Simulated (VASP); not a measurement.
The system is NaBe2Se2.

```
Na Be Se
1.0
     3.67228    0.00000    0.00000
    -1.83614    3.18028    0.00000
     0.00000    0.00000    8.01116
Na Be Se
1 2 2
Direct
  0.00000 0.00000 0.50000
  0.33333 0.66667 0.14639
  0.33333 0.66667 0.85361
  0.66667 0.33333 0.22852
  0.66667 0.33333 0.77148
```

The cell was built by a generator and needn't be a form met in nature.

- Program: VASP 6.6.1
- Task: relaxation of cell and atoms
- Functional: PBEsol
- Dispersion: D4
- Potentials or basis: VASP PAW PBE potentials, release 64 (Na_pv, Be, Se)
- Cutoff: 600 eV
- k mesh: 6 × 6 × 3
- Occupations: fermi-dirac, width 0.05 eV
- Spin: no spin polarisation

At the start: pressure -2.4 GPa; volume 18.71 Å³/atom.

Where does the relaxation end?

Over 16 steps the energy falls by 6.4 meV/atom and the volume is 17.87 Å³/atom (-4.5 %); space group P-6m2 (No. 187, to 0.05 Å).

The path:
```tsv
step	energy change (eV)	largest force (eV/Å)	pressure (GPa)	volume (Å³)
1	0.0000	0.0739	-2.36	93.56
2	-0.0293	0.0130	-0.12	89.89
3	-0.0293	0.0149	-0.02	89.76
4	-0.0314	0.0163	0.00	89.51
5	-0.0317	0.0317	0.01	89.38
6	-0.0317	0.0328	0.02	89.37
7	-0.0318	0.0233	-0.01	89.40
8	-0.0319	0.0073	-0.07	89.46
9	-0.0320	0.0056	0.02	89.32
10	-0.0320	0.0052	0.01	89.34
11	-0.0320	0.0055	0.02	89.35
12	-0.0320	0.0064	-0.04	89.40
13	-0.0320	0.0056	0.00	89.36
14	-0.0320	0.0052	-0.01	89.36
15	-0.0320	0.0052	-0.01	89.35
16	-0.0320	0.0050	0.00	89.35
```

Final structure:
```
Na Be Se
1.0
     3.62812    0.00000    0.00000
    -1.81406    3.14204    0.00000
     0.00000    0.00000    7.83778
Na Be Se
1 2 2
Cartesian
  -1.8141 3.1420 3.9189
  0.0000 2.0947 1.1550
  0.0000 2.0947 6.6828
  1.8141 1.0473 1.7924
  1.8141 1.0473 6.0453
```

Caveat: the PAW data sets were made with another functional, which shifts forces and pressure a little; pairwise dispersion overbinds metals, which lowers pressure and volume.
